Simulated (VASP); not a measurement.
Given:

```xyz
3
Lattice="2.0750 -3.5940 0.0000 2.0750 3.5940 0.0000 0.0000 0.0000 6.8600" Properties=species:S:1:pos:R:3 pbc="T T T"
Mg     0.0000     0.0000     0.0000
I      2.0750     1.1980     1.6601
I      2.0750    -1.1980     5.1999
```

Method: optB88-vdW, VASP's PBE PAW potentials (set 64) (plane waves; VASP 6.6.1). Settings: 400 eV cut-off, 6×6×3 Γ-centred mesh, Gaussian smearing of 0.050 eV, potentials Mg I.

### Question
Predict the energy per atom (σ→0), largest force.

### Answer

* **energy per atom (σ→0)**: -0.829 eV/atom
* **largest force**: 0.137 eV/Å

The compound is MgI2 in the 1T layered structure. The cell was not relaxed at this level. The run is one of a series of settings (AGGAC = 0.0, GGA = BO, LUSE_VDW = .TRUE., PARAM1 = 0.1833333333, PARAM2 = 0.22 against the base run), some of them coarse on purpose.
